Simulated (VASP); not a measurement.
Input:

```
CELL_PARAMETERS angstrom
      3.19681     0.00000     0.00000
      0.00000     3.09254     0.00000
      0.00000     0.00000     3.20341
ATOMIC_POSITIONS crystal
  Zn 0.50000 0.50000 0.50000
  Au 0.02514 0.00000 0.00000
```

Computed with PBE GGA, VASP's PBE PAW potentials (set 64) (plane waves; VASP). Settings: 400 eV cut-off, 10×11×10 Γ-centred mesh, Gaussian smearing of 0.30 eV, potentials Zn Au.

Problem. Which forces act on the atoms, in eV/Å?

Solution. 
```
atom      Fx     Fy     Fz
----  ------  -----  -----
Zn1    0.286  0.000  0.000
Au2   -0.286  0.000  0.000
```

Problem. Give the stress tensor in GPa (positive for a compressed cell).

Solution. 
```
2.51  0.00  0.00
0.00  3.12  0.00
0.00  0.00  2.79
```
The pressure is its mean diagonal, 2.81 GPa.

The compound is AuZn in the CsCl type structure. The cell was not relaxed at this level, atoms are displaced from their ideal sites. The run is one of a series of settings (ISMEAR = 0, SIGMA = 0.3 against the base run), some of them coarse on purpose. The electron count is odd and the run is not spin-polarised, which forces a metal.
